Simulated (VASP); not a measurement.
A VASP calculation is set up with these files.

### INCAR
```
LWAVE  =  .FALSE.
ENCUT  =  500   ! plane-wave cut-off (eV)
NELM  =  100   ! most electronic steps
SIGMA  =  0.1   ! width (eV)
ISMEAR  =  1
LREAL  =  .FALSE.
ALGO  =  Normal   ! blocked Davidson
ISIF  =  3
NSW  =  40
PREC  =  Accurate
LMAXMIX  =  6   ! l cut-off of mixed one-centre charges
SYSTEM  =  HgS
GGA  =  PE
PSTRESS  =  50
EDIFF  =  1E-6   ! SCF stop (eV)
IBRION  =  2   ! conjugate gradients
LCHARG  =  .FALSE.
LASPH  =  .TRUE.
EDIFFG  =  -0.02   ! ionic stop
```

### KPOINTS
```
K-points
0
Gamma
 11 11 11
0 0 0
```

File POSCAR:
```
HgS
1
    0.0000000000     2.9997769828     2.9997769828
    2.9997769828     0.0000000000     2.9997769828
    2.9997769828     2.9997769828     0.0000000000
Hg S
1 1
Direct
  0.0000000000   0.0000000000   0.0000000000
  0.2500000000   0.2500000000   0.2500000000
```

POTCAR, in this order: Hg S (PBE.64 set). Program: vasp_std.

Question: Translate this PBE calculation to Ansatz.

Answer: One equivalent input (not run):
Ansatz 0.2 input:
```yaml
crystal:
  lattice:
    - [0.0000000, 2.9997770, 2.9997770]
    - [2.9997770, 0.0000000, 2.9997770]
    - [2.9997770, 2.9997770, 0.0000000]
  atoms:
    - { symbol: Hg, position: [0.0000000, 0.0000000, 0.0000000] }
    - { symbol: S, position: [0.2500000, 0.2500000, 0.2500000] }
kpoints:
  mp_grid: { grid: [11, 11, 11] }
hamiltonian:
  xc: pbe
  pseudopotentials: { kind: paw }
scf:
  occupations: { method: methfessel_paxton, width: 0.1 }
  max_iter: 100
relax:
  max_steps: 40
  f_tol: 0.02
  cell: { p_target: 5 }
output: { forces: true, stress: true, eigenvalues: true }
```
Limits of the translation: each code has its own PAW files, so the cut-off isn't converted (ENCUT is set for VASP's; basis.ecutwfc is left out, and Ansatz then takes the one that its files recommend); Ansatz stops its SCF on the density residual and VASP on the energy change (EDIFF).

The compound is HgS in the zinc blende structure, metacinnabar; cinnabar is the stable form. This run relaxes it under an external pressure of 5 GPa. Symmetry was kept, so distortions that lower it aren't found.
